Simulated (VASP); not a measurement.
Data:

```
CELL_PARAMETERS angstrom
      0.00000     3.82251     3.82251
      3.82251     0.00000     3.82251
      3.82251     3.82251     0.00000
ATOMIC_POSITIONS crystal
  Cs 0.00000 0.00000 0.00000
  I  0.50000 0.50000 0.50000
```

All values below come from PBEsol GGA, VASP's PBE PAW potentials (set 64) (plane waves; VASP 6.6.1). Run with 530 eV cut-off, 6×6×6 Γ-centred mesh, Gaussian smearing of 0.050 eV, potentials Cs_sv I.

Question: Give the elastic stiffness tensor with the ions relaxed (GPa, in the frame of the cell).

Answer: 
```csv
,xx,yy,zz,yz,xz,xy
xx,25.1,2.6,2.6,0.0,0.0,0.0
yy,2.6,25.1,2.6,0.0,0.0,0.0
zz,2.6,2.6,25.1,0.0,0.0,0.0
yz,0.0,0.0,0.0,2.2,0.0,0.0
xz,0.0,0.0,0.0,0.0,2.2,0.0
xy,0.0,0.0,0.0,0.0,0.0,2.2
```

Question: Predict the Hill bulk modulus, Hill shear modulus, Young's modulus, Poisson's ratio.

Answer: 
The Hill bulk modulus is 10.1 GPa. The Hill shear modulus is 4.5 GPa and the Young's modulus is 11.8 GPa. The Poisson's ratio is 0.305.

The structure comes from a computed database's CsI entry (Fm-3m); how it stands against other phases isn't given here. It was relaxed first, which changed the volume by -6 %.
